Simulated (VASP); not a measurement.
**ZnO (zincite): single point with LDA**

**Measured values to compare with.**

“Electronic structure of alkaline earth and post-transition metal oxides”, 2009, arxiv:0908.1581 quotes, for a bulk crystal of ZnO: band gap 3.37 eV.

The system is ZnO (zincite).

```xyz
4
Lattice="3.1869 0.0000 0.0000 -1.5934 2.7599 0.0000 0.0000 0.0000 5.1534" Properties=species:S:1:pos:R:3 pbc="T T T"
Zn    0.0000    1.8399    2.5784
Zn    1.5934    0.9200    0.0017
O     1.5934    0.9200    1.9515
O     0.0000    1.8399    4.5282
```

```json
{
 "Program": "VASP 6.6.1",
 "Task": "single point",
 "Functional": "LDA",
 "Potentials or basis": "VASP PAW LDA potentials, release 64 (Zn, O)",
 "Cutoff": "520 eV",
 "k mesh": "9 × 9 × 6",
 "Occupations": "gaussian, width 0.02 eV",
 "Spin": "no spin polarisation"
}
```

```yaml
Pressure: 1.1 GPa
Band_gap_on_the_k_mesh: 0.81 eV, direct
```

Levels at points of the mesh, in eV from the valence-band top:
```csv
k point,band 14,band 15,band 16,band 17,band 18,band 19,band 20,band 21,band 22,band 23
"(0.00, 0.00, 0.00)",-0.86,-0.86,-0.10,0.00,0.00,0.81,5.29,8.20,12.97,12.97
"(0.00, 0.00, 0.50)",-2.33,-0.43,-0.43,-0.43,-0.43,3.49,3.49,10.05,10.05,13.27
```

Run time: 24 s on 1 thread of Intel(R) Xeon(R) Platinum 8488C (Sapphire Rapids) (shared host), peak memory 0.16 GiB.

Against the measured gap of ZnO, 3.37 eV (quoted in “Electronic structure of alkaline earth and post-transition metal oxides”, 2009, arxiv:0908.1581), the calculated 0.81 eV is off by -2.56 eV. So large a miss can be the level of theory's own, or it may mean another phase, state or a wrong row. The value is that of LDA, without temperature or zero-point motion. Semilocal functionals fall short of measured gaps as a rule.
